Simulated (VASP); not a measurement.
A VASP calculation is set up with these files.

File KPOINTS:
```
Automatic mesh
0
Gamma
6 6 6
0 0 0
```

File POSCAR:
```
InSb
1.0
  0.0000000000   3.2400000000   3.2400000000
  3.2400000000   0.0000000000   3.2400000000
  3.2400000000   3.2400000000   0.0000000000
In Sb
1 1
direct
  0.0000000000   0.0000000000   0.0000000000
  0.7500000000   0.7500000000   0.7500000000
```

INCAR:
```
! general
SYSTEM  = InSb
PREC    = Accurate
ENCUT   = 480   ! plane-wave cut-off (eV)
LREAL   = .FALSE.   ! projection in real space or not
LASPH   = .TRUE.   ! aspherical one-centre terms

! electronic loop
EDIFF   = 1E-6
NELM    = 100
ALGO    = Normal
LMAXMIX = 4
LMIXTAU = .TRUE.

! smearing
ISMEAR  = 0   ! Gaussian
SIGMA   = 0.05   ! width (eV)

! functional
METAGGA = R2SCAN

! ions
IBRION  = 2
NSW     = 60   ! most ionic steps
ISIF    = 3
EDIFFG  = -0.01

! output
LWAVE   = .FALSE.
LCHARG  = .FALSE.
```

POTCAR, in this order: In_d Sb (PBE.64 set). Program: vasp_std.

Task: Translate this r2SCAN calculation to Ansatz.

Result: One equivalent input (not run):
Ansatz 0.2 input:
```yaml
crystal:
  lattice:
    - [0.0000000, 3.2400000, 3.2400000]
    - [3.2400000, 0.0000000, 3.2400000]
    - [3.2400000, 3.2400000, 0.0000000]
  atoms:
    - { symbol: In, position: [0.0000000, 0.0000000, 0.0000000] }
    - { symbol: Sb, position: [0.7500000, 0.7500000, 0.7500000] }
kpoints:
  mp_grid: { grid: [6, 6, 6] }
hamiltonian:
  xc: r2scan
  pseudopotentials: { kind: paw }
scf:
  occupations: { method: gaussian, width: 0.05 }
  max_iter: 100
relax:
  max_steps: 60
  f_tol: 0.01
  cell: {}
output: { forces: true, stress: true, eigenvalues: true }
```
What does not carry over: each code has its own PAW files, so the cut-off isn't converted (ENCUT is set for VASP's; basis.ecutwfc is left out, and Ansatz then takes the one that its files recommend); Ansatz stops its SCF on the density residual and VASP on the energy change (EDIFF).

The compound is InSb in the zinc blende structure. This run relaxes it. Symmetry was kept, so distortions that lower it aren't found.
